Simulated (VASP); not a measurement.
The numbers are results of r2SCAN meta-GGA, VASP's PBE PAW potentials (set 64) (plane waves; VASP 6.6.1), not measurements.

A VASP calculation is set up with these files.

**KPOINTS**
```
K-points
0
Gamma
12 12 1
0 0 0
```

**POSCAR**
```
SnO monolayer
1
    3.8158931688     0.0000000000     0.0000000000
    0.0000000000     3.8158931688     0.0000000000
    0.0000000000     0.0000000000    18.4893000833
Sn O
2 2
Direct
  0.5000000000   0.0000000000   0.4370670000
  0.0000000000   0.5000000000   0.5629330000
  0.5000000000   0.5000000000   0.5000000000
  0.0000000000   0.0000000000   0.5000000000
```

### INCAR
```
SYSTEM=SnO monolayer
PREC=Normal; ENCUT=500; LREAL=.False.
LASPH=.True.
EDIFF=1E-5; NELM=100; NELMIN=4
ALGO=Normal; LMAXMIX=4; LMIXTAU=.True.
ISMEAR=0; SIGMA=0.05
METAGGA=R2SCAN
IBRION=2; NSW=50; ISIF=4
EDIFFG=-0.03
LWAVE=.True.; LCHARG=.False.
```

POTCAR, in this order: Sn_d O (PBE.64 set). Program: vasp_std.

Q: What does the run give for the energy per atom (σ→0)?

A: 
The energy per atom (σ→0) comes out as -16675 meV/atom.

### OSZICAR
```
...
DAV:   6    -0.667017917196E+02    0.21473E-03   -0.18500E-04  1224   0.123E-01    0.590E-03
DAV:   7    -0.667018676376E+02   -0.75918E-04   -0.83379E-05  1104   0.664E-02    0.208E-03
DAV:   8    -0.667019113379E+02   -0.43700E-04   -0.49004E-05  1072   0.551E-02    0.178E-03
DAV:   9    -0.667019307087E+02   -0.19371E-04   -0.20527E-05   936   0.362E-02    0.109E-03
DAV:  10    -0.667020025903E+02   -0.71882E-04   -0.42851E-05  1072   0.490E-02    0.876E-04
DAV:  11    -0.667019223322E+02    0.80258E-04   -0.27523E-05  1016   0.402E-02    0.645E-04
DAV:  12    -0.667019321128E+02   -0.97806E-05   -0.18284E-06  1136   0.117E-02
   5 F= -.66701932E+02 E0= -.66701932E+02  d E =-.189548E-02
```

The cell is a sheet with vacuum, built from SnO (litharge).
